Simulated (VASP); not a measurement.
Energy against volume of Ag (fcc). Calculation: revPBE GGA, VASP's PBE PAW potentials (set 64) (plane waves; VASP 6.6.1). Run with 520 eV cut-off, 15×15×15 Γ-centred mesh, first-order Methfessel-Paxton smearing of 0.10 eV, potentials Ag.

```json
[
 {"V (Å³/atom)": "17.839", "E (eV/atom)": "-2.28682"},
 {"V (Å³/atom)": "18.391", "E (eV/atom)": "-2.29153"},
 {"V (Å³/atom)": "18.943", "E (eV/atom)": "-2.28857"},
 {"V (Å³/atom)": "19.494", "E (eV/atom)": "-2.27930"}
]
```

**Question.** Fit these four points and predict the energy of the run at 17.287 Å³/atom.

**Answer.** A cubic in V^(−2/3), the third-order Birch-Murnaghan form, passes through the four points with V0 = 18.44 Å³/atom and B0 = 73 GPa, and gives -2.2728 eV/atom there. The run gave -2.2722 eV/atom, +0.6 meV/atom from the fit; all five points give B0 = 74 GPa.

The compound is Ag in the fcc structure. It was relaxed first, which changed the volume by +8 %.
